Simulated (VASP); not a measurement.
All values below come from PBEsol GGA, VASP's PBE PAW potentials (set 64) (plane waves; VASP).

VASP input:

**KPOINTS**
```
Automatic mesh
0
Gamma
6 6 6
0 0 0
```

### INCAR
```
SYSTEM = InSe
PREC = Accurate
ENCUT = 300
EDIFF = 1E-6
NELM = 100
ALGO = Normal
LREAL = .FALSE.
LASPH = .TRUE.
ISMEAR = 0
SIGMA = 0.01
GGA = PS
LMAXMIX = 4
LWAVE = .FALSE.
LCHARG = .FALSE.
ISIF = 2
```

**POSCAR**
```
InSe
1.0
  2.0233450000   1.1681790000   8.6085230000
 -2.0233450000   1.1681790000   8.6085230000
  0.0000000000  -2.3363580000   8.6085230000
In Se
2 2
Cart
 -0.0000000000  -0.0000000000   2.8498515391
 -0.0000000000   0.0000000000   0.0472607913
 -0.0000000000  -0.0000000000  16.0044408417
 -0.0000000000   0.0000000000  21.3269356592
```

POTCAR, in this order: In_d Se (PBE.64 set). Program: vasp_std.

Unless said otherwise, spin-orbit coupling is left out, though it shifts the bands of the heavy elements here.

Problem. Estimate the energy per atom (σ→0), largest force, band gap (on the k-mesh).

Solution. 
| Quantity | Value |
|---|---|
| energy per atom (σ→0) | -3.895 eV/atom |
| band gap (on the k-mesh) | 0.33 eV |
| largest force | 0.099 eV/Å |

File OSZICAR:
```
...
DAV:   8    -0.155789832111E+02    0.36904E-02   -0.30421E-02  2301   0.208E+00    0.537E-01
DAV:   9    -0.155792153486E+02   -0.23214E-03   -0.43422E-03  1809   0.493E-01    0.137E-01
DAV:  10    -0.155792303146E+02   -0.14966E-04   -0.32130E-04  2125   0.145E-01    0.668E-02
DAV:  11    -0.155793076048E+02   -0.77290E-04   -0.16202E-04  1833   0.116E-01    0.220E-02
DAV:  12    -0.155793014157E+02    0.61891E-05   -0.18618E-05  2173   0.533E-02    0.109E-02
DAV:  13    -0.155793047718E+02   -0.33561E-05   -0.61593E-06  1523   0.164E-02    0.527E-03
DAV:  14    -0.155793051913E+02   -0.41953E-06   -0.17267E-06  1409   0.183E-02
   1 F= -.15579305E+02 E0= -.15579305E+02  d E =-.818732E-15
```

The structure comes from a computed database's InSe entry (R3m); how it stands against other phases isn't given here. The cell was not relaxed at this level. The run is one of a series of settings (GGA = PS, POTCAR In_d Se (PBE.64 set) against the base run), some of them coarse on purpose.
